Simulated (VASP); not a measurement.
# A VASP study of NaCl (PBEsol): structure first, properties next

Aim: relax NaCl, then compute properties on the relaxed cell. The steps: full relaxation (PBEsol), second relaxation, density, ELF and potential (PBEsol), bands along the symmetry lines (PBEsol), total and projected DOS (PBEsol), elastic tensor by finite strains (PBEsol), optical spectrum (PBEsol) and field gradients at the nuclei (PBEsol). The start is a cell from a database of measured crystal structures.

Calculated with VASP 6.6.1; PBEsol; plane waves and PAW (Na_pv, Cl).

Experimental background.

“Single-crystal elastic moduli, anisotropy and the B1-B2 phase transition of NaCl at high pressures: Experiment vs. ab-initio calculations” (2022, arxiv:2209.10899) quotes from earlier work for NaCl, B1 rocksalt (bulk crystal, 300 K): elastic constant C11 (C11) 49.8 ± 0.5 GPa [Literature value at room temperature]; elastic constant C12 (C12) 13 ± 0.2 GPa [Literature value at room temperature]; elastic constant C44 (C44) 12.8 ± 0.1 GPa [Literature value at room temperature].

The database entry behind the starting cell differs from later determinations by our own check (an axis about 0.4 % short against later determinations), so it need not match the best structure at ambient conditions.

## (1) The starting structure

Before any relaxation, the start is as follows. The structure is cubic, space group Fm-3m (No. 225). The conventional cell has a = 5.620 Å, b = 5.620 Å, c = 5.620 Å, α = 90.00°, β = 90.00°, γ = 90.00°. Nearest to Na lie 6 Cl at 2.81 Å. Nearest to Cl lie 6 Na at 2.81 Å. Farther neighbours and most contacts between anions are not listed.

## (2) Full relaxation (PBEsol)

The start need not lie at this functional's minimum. ISIF = 3 frees volume, shape and positions, and EDIFFG sets the threshold on forces and stress at which the search stops. PBEsol restores the gradient expansion of exchange and is tuned for the cells of solids.

INCAR reads:

```
SYSTEM = NaCl
PREC = Accurate
ENCUT = 400
EDIFF = 1E-06
NELM = 100
ISMEAR = 0
SIGMA = 0.05
LREAL = .FALSE.
ALGO = Normal
GGA = PS
NBANDS = 13
LORBIT = 11
LWAVE = .FALSE.
LCHARG = .FALSE.
KPAR = 2
IBRION = 2
NSW = 60
ISIF = 3
EDIFFG = -0.01
```

POSCAR reads:

```
NaCl
1.0
    0.0000000000      2.8100000000      2.8100000000
    2.8100000000      0.0000000000      2.8100000000
    2.8100000000      2.8100000000      0.0000000000
Na Cl
1 1
Direct
    0.0000000000      0.0000000000      0.0000000000
    0.5000000000      0.5000000000      0.5000000000
```

KPOINTS reads:

```
Automatic mesh
0
Gamma
7 7 7
0 0 0
```

Potentials, in the order of the species: Na_pv and Cl (PBE family, release 64).

On the command line:

```bash
$ mpirun -np 2 vasp_std
```

What it wrote:

```text
[banner, memory and clock lines left out]
running    2 mpi-ranks, on    1 nodes
 distrk:  each k-point on    1 cores,    2 groups
 distr:  one band on    1 cores,    1 groups

 POSCAR found type information on POSCAR NaCl
 POSCAR found :  2 types and       2 ions
|                                                                             |
|               ----> ADVICE to this user running VASP <----                  |
|                                                                             |
|     You enforced a specific xc type in the INCAR file but a different       |
|     [... a line on the potential file left out ...]
|     I HOPE YOU KNOW WHAT YOU ARE DOING!                                     |
|                                                                             |

 LDA part: xc-table for (Slater+PW92), standard interpolation
 POSCAR, INCAR and KPOINTS ok, starting setup
 FFT: planning ... GRIDC
 FFT: planning ... GRID_SOFT
 FFT: planning ... GRID
 WAVECAR not read
 entering main loop
       N       E                     dE             d eps       ncg     rms          rms(c)
DAV:   1     0.850067041831E+02    0.85007E+02   -0.63451E+03   528   0.893E+02
DAV:   2    -0.275039899389E+00   -0.85282E+02   -0.79058E+02   563   0.237E+02
DAV:   3    -0.704996644030E+01   -0.67749E+01   -0.67426E+01   670   0.666E+01
DAV:   4    -0.715804844438E+01   -0.10808E+00   -0.10803E+00   595   0.936E+00
DAV:   5    -0.716053841253E+01   -0.24900E-02   -0.24899E-02   676   0.139E+00    0.188E+00
DAV:   6    -0.700498604447E+01    0.15555E+00   -0.26967E-01   633   0.375E+00    0.135E+00
DAV:   7    -0.699451570660E+01    0.10470E-01   -0.63490E-02   668   0.173E+00    0.912E-01
DAV:   8    -0.699804520003E+01   -0.35295E-02   -0.73849E-03   550   0.834E-01    0.255E-01
DAV:   9    -0.699796717154E+01    0.78028E-04   -0.17453E-04   625   0.107E-01    0.168E-01
DAV:  10    -0.699800971317E+01   -0.42542E-04   -0.31342E-04   565   0.115E-01    0.581E-02
DAV:  11    -0.699799809249E+01    0.11621E-04   -0.22724E-05   655   0.357E-02    0.211E-02
DAV:  12    -0.699799710734E+01    0.98515E-06   -0.43667E-06   575   0.129E-02
   1 F= -.69979971E+01 E0= -.69979971E+01  d E =-.699800E+01
 curvature:   0.00 expect dE= 0.000E+00 dE for cont linesearch  0.000E+00
 trial: gam= 0.00000 g(F)=  0.154E-59 g(S)=  0.842E-03 ort = 0.000E+00 (trialstep = 0.100E+01)
 search vector abs. value=  0.842E-03
 bond charge predicted
       N       E                     dE             d eps       ncg     rms          rms(c)
DAV:   1    -0.700396334082E+01   -0.59652E-02   -0.11274E-01   610   0.450E+00    0.475E-01
DAV:   2    -0.699946975035E+01    0.44936E-02   -0.67750E-03   615   0.783E-01    0.192E-01
DAV:   3    -0.699870612942E+01    0.76362E-03   -0.16662E-03   620   0.421E-01    0.917E-02
DAV:   4    -0.699863633744E+01    0.69792E-04   -0.51236E-05   759   0.785E-02    0.778E-03
DAV:   5    -0.699863497179E+01    0.13656E-05   -0.60179E-06   615   0.195E-02    0.511E-03
DAV:   6    -0.699863513399E+01   -0.16220E-06   -0.22366E-07   270   0.628E-03
   2 F= -.69986351E+01 E0= -.69986351E+01  d E =-.638027E-03
 trial-energy change:   -0.000638  1 .order   -0.000605   -0.000842   -0.000369
 step:   1.4832(harm=  1.7811)  dis= 0.00000  next Energy=    -6.998728 (dE=-0.731E-03)
 bond charge predicted
       N       E                     dE             d eps       ncg     rms          rms(c)
DAV:   2    -0.699897684437E+01    0.10585E-02   -0.15863E-03   615   0.379E-01    0.927E-02
DAV:   3    -0.699880072132E+01    0.17612E-03   -0.39164E-04   620   0.204E-01    0.442E-02
DAV:   4    -0.699878834896E+01    0.12372E-04   -0.12081E-05   759   0.381E-02    0.376E-03
DAV:   5    -0.699878806386E+01    0.28509E-06   -0.13060E-06   330   0.951E-03
   3 F= -.69987881E+01 E0= -.69987881E+01  d E =-.790957E-03
 curvature:  -0.76 expect dE=-0.220E-04 dE for cont linesearch -0.220E-04
 trial: gam=-0.15097 g(F)=  0.835E-61 g(S)=  0.289E-04 ort = 0.156E-03 (trialstep = 0.110E+01)
 search vector abs. value=  0.993E-06
 reached required accuracy - stopping structural energy minimisation
```

It took 13 s on 2 MPI ranks of AMD EPYC 7R43, shared host; peak memory 0.22 GiB.

The logs omit lines about the potential files and the build; timing stands in the text.

Parts of OUTCAR (step 2):

```text
ion  position               nearest neighbor table
   1  0.000  0.000  0.000-
   2  0.500  0.500  0.500-

  LATTYP: Found a face centered cubic cell.
 ALAT       =     5.6200000000

 Subroutine GETGRP returns: Found 48 space group operations
 (whereof 48 operations were pure point group operations)

The static configuration has the point symmetry O_h .

 Found     20 irreducible k-points:

   k-points           NKPTS =     20   k-points in BZ     NKDIM =     20   number of bands    NBANDS=     13

   dimension x,y,z NGX =    28 NGY =   28 NGZ =   28
   dimension x,y,z NGXF=    56 NGYF=   56 NGZF=   56

   ENCUT  =  400.0 eV  29.40 Ry    5.42 a.u.   6.48  6.48  6.48*2*pi/ulx,y,z

   NELECT =      14.0000    total number of electrons

 k-points in reciprocal lattice and weights: Automatic mesh
   0.00000000  0.00000000  0.00000000       0.003
   0.14285714  0.00000000  0.00000000       0.023
   0.28571429  0.00000000  0.00000000       0.023
   0.42857143  0.00000000  0.00000000       0.023
   0.14285714  0.14285714  0.00000000       0.017
   0.28571429  0.14285714  0.00000000       0.070
   0.42857143  0.14285714  0.00000000       0.070
  -0.42857143  0.14285714  0.00000000       0.070
  -0.28571429  0.14285714  0.00000000       0.070
[...]
-0.42857143  0.42857143  0.14285714       0.070
  -0.28571429  0.42857143  0.14285714       0.070

 average (electrostatic) potential at core
       1 -46.9420       2 -93.5788

 E-fermi :  -0.3859

 k-point     1 :       0.0000    0.0000    0.0000
  band No.  band energies     occupation
    ...
      3     -21.2632      2.00000
      4     -13.3516      2.00000
      5      -0.6542      2.00000
      6      -0.6542      2.00000
      7      -0.6542      2.00000
      8       4.3586      0.00000
      9      10.3636      0.00000
     10      10.3636      0.00000
     11      10.3636      0.00000
     12      12.6147      0.00000
    ...

 k-point     2 :       0.1429    0.0000    0.0000
  band No.  band energies     occupation
    ...
      3     -21.2637      2.00000
      4     -13.2854      2.00000
      5      -1.1515      2.00000
      6      -0.7102      2.00000
      7      -0.7102      2.00000
      8       5.0066      0.00000
      9       9.6854      0.00000
     10      10.6077      0.00000
     11      10.6077      0.00000
     12      12.3119      0.00000
    ...

 k-point     3 :       0.2857    0.0000    0.0000
  band No.  band energies     occupation
    ...
      3     -21.2648      2.00000
      4     -13.1310      2.00000
      5      -2.0321      2.00000
      6      -0.8309      2.00000
      7      -0.8309      2.00000
      8       6.0741      0.00000
      9       9.2551      0.00000
     10      10.6053      0.00000
     11      10.6053      0.00000
     12      12.8587      0.00000
    ...

  Total       -0.0199843     -0.0199843     -0.0199843      0.0000000      0.0000000      0.0000000
  in kB       -0.7299382     -0.7299382     -0.7299382      0.0000000      0.0000000      0.0000000
  external PRESSURE =      -0.7299382 kB  Pullay stress =       0.0000000 kB

  energy-cutoff  :      400.00
  volume of cell :       43.86
      direct lattice vectors                 reciprocal lattice vectors
     0.000000000  2.799158227  2.799158227    -0.178625129  0.178625129  0.178625129
     2.799158227  0.000000000  2.799158227     0.178625129 -0.178625129  0.178625129
     2.799158227  2.799158227 -0.000000000     0.178625129  0.178625129 -0.178625129

 POSITION                                       TOTAL-FORCE (eV/Angst)
 -----------------------------------------------------------------------------------
      0.00000      0.00000      0.00000         0.000000     -0.000000      0.000000
      2.79916      2.79916      2.79916        -0.000000      0.000000     -0.000000
 -----------------------------------------------------------------------------------
    total drift:                                0.000000      0.000000      0.000000

  FREE ENERGIE OF THE ION-ELECTRON SYSTEM (eV)
  ---------------------------------------------------
  free  energy   TOTEN  =        -6.9987880639 eV

  energy  without entropy=       -6.9987880639  energy(sigma->0) =       -6.99878806

 reached required accuracy - stopping structural energy minimisation

 total charge
# of ion       s       p       d       tot
------------------------------------------
    1        0.045   5.983   0.000   6.028
    2        1.578   3.556   0.000   5.134
--------------------------------------------------
tot          1.623   9.539   0.000  11.161

[... 3 further parts left out ...]
```

CONTCAR:

```
NaCl
   1.00000000000000
     0.0000000000000000    2.7991582267469783    2.7991582267469783
     2.7991582267469783    0.0000000000000000    2.7991582267469783
     2.7991582267469783    2.7991582267469783   -0.0000000000000000
  Na              Cl
     1     1
Direct
     0.0000000000000000    0.0000000000000000    0.0000000000000000
     0.5000000000000000    0.5000000000000000    0.5000000000000000
```

The gap is read on the k-mesh alone, so it is an upper bound where the band edges lie off the mesh. The PAW data sets were made with PBE, which is usual practice but a small mismatch for other functionals. The run keeps the 48 symmetry operations of its start, so it cannot find a distortion of lower symmetry.

The steps of the relaxation:

```
step  energy less that of the first step (eV)  largest force (eV/Å)  pressure (GPa)  volume (Å³)
   1                                   0.0000                0.0000           -0.39        44.38
   2                                  -0.0006                0.0000           -0.17        44.03
   3                                  -0.0008                0.0000           -0.07        43.86
```

```
conventional cell, symmetrised  before  after  change
                         a (Å)   5.620  5.598  -0.4 %
                         b (Å)   5.620  5.598  -0.4 %
                         c (Å)   5.620  5.598  -0.4 %
              volume (Å³/atom)   22.19  21.93  -1.2 %
```

The relaxed structure:

```xyz
2
Lattice="0.0000 2.7992 2.7992 2.7992 0.0000 2.7992 2.7992 2.7992 0.0000" Properties=species:S:1:pos:R:3 pbc="T T T"
Na    0.0000    0.0000    0.0000
Cl    2.7992    2.7992    2.7992
```

This step gave:

| Quantity | Value |
| --- | --- |
| electrons | 14 |
| bands | 13 |
| irreducible k-points | 20 |
| symmetry operations | 48 |
| free energy (TOTEN) | -6.999 eV |
| Fermi energy | -0.3859 eV |
| pressure | -0.07299 GPa |
| metallic | no |
| valence top at k | 0, 0, 0 |
| conduction bottom at k | 0, 0, 0 |
| least direct gap at k | 0, 0, 0 |
| SCF cycles over all ionic steps | 23 |
| gap on the k-mesh | 5.013 eV |
| least direct gap on the k-mesh | 5.013 eV |

It ends with forces that vanish by symmetry and a pressure of -0.07 GPa. The volume lies -1.2 % from that of the database's start, which holds the thermal and zero-point expansion of its experiment.

## (3) Second relaxation

A relaxation keeps the plane waves of the cell it began with, so it is repeated from the new cell, on a basis made for it.

INCAR is that of step 2.

POSCAR reads:

```
NaCl
1.0
    0.0000000000      2.7991582267      2.7991582267
    2.7991582267      0.0000000000      2.7991582267
    2.7991582267      2.7991582267      0.0000000000
Na Cl
1 1
Direct
    0.0000000000      0.0000000000      0.0000000000
    0.5000000000      0.5000000000      0.5000000000
```

KPOINTS is that of step 2.

On the command line:

```bash
$ mpirun -np 2 vasp_std
```

What it wrote:

```text
[banner, memory and clock lines left out]
running    2 mpi-ranks, on    1 nodes
 distrk:  each k-point on    1 cores,    2 groups
 distr:  one band on    1 cores,    1 groups

 POSCAR found type information on POSCAR NaCl
 POSCAR found :  2 types and       2 ions
 [... a notice as in an earlier step ...]

 LDA part: xc-table for (Slater+PW92), standard interpolation
 POSCAR, INCAR and KPOINTS ok, starting setup
 FFT: planning ... GRIDC
 FFT: planning ... GRID_SOFT
 FFT: planning ... GRID
 WAVECAR not read
 entering main loop
       N       E                     dE             d eps       ncg     rms          rms(c)
DAV:   1     0.845329304901E+02    0.84533E+02   -0.62085E+03   528   0.873E+02
DAV:   2    -0.494364657671E+00   -0.85027E+02   -0.79175E+02   545   0.242E+02
DAV:   3    -0.705355972568E+01   -0.65592E+01   -0.65281E+01   700   0.676E+01
DAV:   4    -0.715634489645E+01   -0.10279E+00   -0.10275E+00   590   0.919E+00
DAV:   5    -0.715879478937E+01   -0.24499E-02   -0.24498E-02   663   0.140E+00    0.189E+00
DAV:   6    -0.700508293623E+01    0.15371E+00   -0.26417E-01   633   0.375E+00    0.136E+00
DAV:   7    -0.699459680850E+01    0.10486E-01   -0.63350E-02   668   0.174E+00    0.915E-01
DAV:   8    -0.699803086690E+01   -0.34341E-02   -0.73011E-03   535   0.834E-01    0.259E-01
DAV:   9    -0.699794652341E+01    0.84343E-04   -0.18155E-04   645   0.110E-01    0.165E-01
DAV:  10    -0.699798505124E+01   -0.38528E-04   -0.28914E-04   560   0.113E-01    0.534E-02
DAV:  11    -0.699797481170E+01    0.10240E-04   -0.20558E-05   660   0.346E-02    0.191E-02
DAV:  12    -0.699797398989E+01    0.82181E-06   -0.39107E-06   560   0.124E-02
   1 F= -.69979740E+01 E0= -.69979740E+01  d E =-.699797E+01
 curvature:   0.00 expect dE= 0.000E+00 dE for cont linesearch  0.000E+00
 trial: gam= 0.00000 g(F)=  0.358E-59 g(S)=  0.469E-04 ort = 0.000E+00 (trialstep = 0.100E+01)
 search vector abs. value=  0.469E-04
 bond charge predicted
       N       E                     dE             d eps       ncg     rms          rms(c)
DAV:   1    -0.699830518458E+01   -0.33037E-03   -0.62725E-03   610   0.107E+00    0.111E-01
DAV:   2    -0.699805265301E+01    0.25253E-03   -0.37270E-04   615   0.184E-01    0.451E-02
DAV:   3    -0.699801246001E+01    0.40193E-04   -0.92514E-05   625   0.995E-02    0.216E-02
DAV:   4    -0.699801140686E+01    0.10531E-05   -0.27669E-06   588   0.185E-02    0.177E-03
DAV:   5    -0.699801136345E+01    0.43411E-07   -0.35258E-07   275   0.578E-03
   2 F= -.69980114E+01 E0= -.69980114E+01  d E =-.373736E-04
 trial-energy change:   -0.000037  1 .order   -0.000033   -0.000047   -0.000020
 step:   1.7378(harm=  1.7378)  dis= 0.00000  next Energy=    -6.998015 (dE=-0.407E-04)
 reached required accuracy - stopping structural energy minimisation
```

Wall time 13 s (2 MPI ranks); peak memory 0.23 GiB; 25 s of CPU time.

Parts of OUTCAR (step 3):

```text
  LATTYP: Found a face centered cubic cell.
 ALAT       =     5.5983164534

The static configuration has the point symmetry O_h .

 Found     20 irreducible k-points:

   ENCUT  =  400.0 eV  29.40 Ry    5.42 a.u.   6.46  6.46  6.46*2*pi/ulx,y,z

   NELECT =      14.0000    total number of electrons

 E-fermi :  -0.3692

 k-point     1 :       0.0000    0.0000    0.0000
  band No.  band energies     occupation
    ...
      3     -21.2488      2.00000
      4     -13.3450      2.00000
      5      -0.6432      2.00000
      6      -0.6432      2.00000
      7      -0.6432      2.00000
      8       4.3765      0.00000
      9      10.3763      0.00000
     10      10.3763      0.00000
     11      10.3763      0.00000
     12      12.6299      0.00000
    ...

 k-point     2 :       0.1429    0.0000    0.0000
  band No.  band energies     occupation
    ...
      3     -21.2490      2.00000
      4     -13.2784      2.00000
      5      -1.1418      2.00000
      6      -0.6993      2.00000
      7      -0.6993      2.00000
      8       5.0254      0.00000
      9       9.6985      0.00000
     10      10.6211      0.00000
     11      10.6211      0.00000
     12      12.3280      0.00000
    ...

  Total       -0.0108043     -0.0108043     -0.0108043      0.0000000     -0.0000000      0.0000000
  in kB       -0.3953607     -0.3953607     -0.3953607      0.0000000     -0.0000000      0.0000000
  external PRESSURE =      -0.3953607 kB  Pullay stress =       0.0000000 kB

  energy-cutoff  :      400.00
  volume of cell :       43.78
      direct lattice vectors                 reciprocal lattice vectors
    -0.000000000  2.797439941  2.797439941    -0.178734847  0.178734847  0.178734847
     2.797439941 -0.000000000  2.797439941     0.178734847 -0.178734847  0.178734847
     2.797439941  2.797439941 -0.000000000     0.178734847  0.178734847 -0.178734847

 POSITION                                       TOTAL-FORCE (eV/Angst)
 -----------------------------------------------------------------------------------
      0.00000      0.00000      0.00000         0.000000      0.000000      0.000000
      2.79744      2.79744      2.79744        -0.000000     -0.000000     -0.000000
 -----------------------------------------------------------------------------------
    total drift:                                0.000000      0.000000      0.000000

  FREE ENERGIE OF THE ION-ELECTRON SYSTEM (eV)
  ---------------------------------------------------
  free  energy   TOTEN  =        -6.9980113635 eV

  energy  without entropy=       -6.9980113635  energy(sigma->0) =       -6.99801136

 total charge
# of ion       s       p       d       tot
------------------------------------------
    1        0.045   5.983   0.000   6.028
    2        1.578   3.556   0.000   5.134
--------------------------------------------------
tot          1.623   9.539   0.000  11.162

[... 6 parts as in an earlier step ...]

[... 5 further parts left out ...]
```

CONTCAR:

```
NaCl
   1.00000000000000
    -0.0000000000000000    2.7974399408025890    2.7974399408025890
     2.7974399408025890   -0.0000000000000000    2.7974399408025890
     2.7974399408025890    2.7974399408025890   -0.0000000000000000
  Na              Cl
     1     1
Direct
     0.0000000000000000    0.0000000000000000    0.0000000000000000
     0.5000000000000000    0.5000000000000000    0.5000000000000000
```

Little changed from the start: no atom moved by 0.005 Å and no cell edge by 0.1 %.

Numbers from this step:

| Property | Result |
| --- | --- |
| free energy (TOTEN) | -6.998 eV |
| Fermi energy | -0.3692 eV |
| pressure | -0.03954 GPa |
| SCF cycles over all ionic steps | 17 |
| gap on the k-mesh | 5.020 eV |
| least direct gap on the k-mesh | 5.020 eV |

It ends with forces that vanish by symmetry and a pressure of -0.04 GPa.

[end of part 1 of 4]

[Lines on the potential files, build, host, timing and source positions are cut from VASP's logs without a mark.]

[Logs are printed without paths, hosts, clocks, repeated set-up lines and the standing remarks that a program may print on its own settings, such as how far it seeks lower states.]

[Hosts, paths, dates, database ids (printed as entryN), source tags and the programs' standing remarks are cut or masked in the printed files.]

[A measured line is paired with the nearest computed mode of its activity, which favours agreement.]
